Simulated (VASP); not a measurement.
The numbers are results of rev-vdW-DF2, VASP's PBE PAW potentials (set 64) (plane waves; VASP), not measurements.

VASP ran on this input.

**KPOINTS**
```
k-points along high-symmetry lines
15
Line-mode
Reciprocal
  0.000000   0.000000   0.000000 ! GAMMA
  0.500000   0.000000   0.500000 ! X

  0.500000   0.000000   0.500000 ! X
  0.625000   0.250000   0.625000 ! U

  0.375000   0.375000   0.750000 ! K
  0.000000   0.000000   0.000000 ! GAMMA

  0.000000   0.000000   0.000000 ! GAMMA
  0.500000   0.500000   0.500000 ! L

  0.500000   0.500000   0.500000 ! L
  0.500000   0.250000   0.750000 ! W

  0.500000   0.250000   0.750000 ! W
  0.500000   0.000000   0.500000 ! X
```

**INCAR**
```
SYSTEM = C
PREC = Accurate; ENCUT = 520; LREAL = .FALSE.
LASPH = .TRUE.; ICHARG = 11
EDIFF = 1E-7; NELM = 100; ALGO = Normal
ISMEAR = 0; SIGMA = 0.05
GGA = MK; LUSE_VDW = .TRUE.; AGGAC = 0.0
PARAM1 = 0.1234568; PARAM2 = 0.7114; ZAB_VDW = -1.8867
LWAVE = .FALSE.; LCHARG = .FALSE.; LORBIT = 11
```

POSCAR:
```
C
2.52330
  0.0000000000   0.7071068450   0.7071068450
  0.7071068450   0.0000000000   0.7071068450
  0.7071068450   0.7071068450   0.0000000000
C
2
Direct
  0.0000000000   0.0000000000   0.0000000000
  0.2500000000   0.2500000000   0.2500000000
```

POTCAR, in this order: C (PBE.64 set). Program: vasp_std. Read from the step before: CHGCAR.

Q: What will the output report for the number of irreducible k-points (NKPTS), largest plane-wave count, number of space-group operations, FFT grid (NGX, NGY, NGZ)?

A: 
```
Property                                       Value
--------------------------------------  ------------
number of irreducible k-points (NKPTS)            90
largest plane-wave count                         331
number of space-group operations                  48
FFT grid (NGX, NGY, NGZ)                20 × 20 × 20
```

The compound is C in the diamond structure. It was relaxed first.
